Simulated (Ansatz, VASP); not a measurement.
# One calculation of NaHgF3, two programs

```
Na Hg F
1.0
     4.49882    0.00000    0.00000
     0.00000    4.49882    0.00000
     0.00000    0.00000    4.49882
Na Hg F
1 1 3
Direct
  0.00000 0.00000 0.00000
  0.50000 0.50000 0.50000
  0.50000 0.50000 0.00000
  0.50000 0.00000 0.50000
  0.00000 0.50000 0.50000
```

The cell was built by a generator and needn't be a form met in nature.

Alike in both runs: task single point; functional r2SCAN; k mesh 6 × 6 × 6; no spin polarisation.

|  | VASP | Ansatz |
| --- | --- | --- |
| version | VASP 6.6.1 | Ansatz 0.2.0 |
| potentials or method | VASP PAW PBE potentials, release 64 (Na_pv, Hg, F) | plane waves, PAW |
| plane-wave cutoff (eV) | 520 | 500 |
| occupations | gaussian, width 0.01 eV | fixed |
| valence electrons in the cell | 40 | 50 |

VASP gave:

* gap on the k mesh at the Fermi level (eV): 0.83
* pressure (GPa): 0.5

Task: What did Ansatz give for the same quantities?

Result: gap on the k mesh at the Fermi level (eV): 0.88; pressure (GPa): 0.0.

The two sets of potentials don't hold the same shells in valence.

Caveats: the PAW data sets were made with another functional, which shifts forces and pressure a little (VASP); spin-orbit coupling is left out, which moves the levels of the heavy elements. r2SCAN opens gaps a little over a GGA but as a rule still falls short of measured ones. A k mesh can miss the band edges.
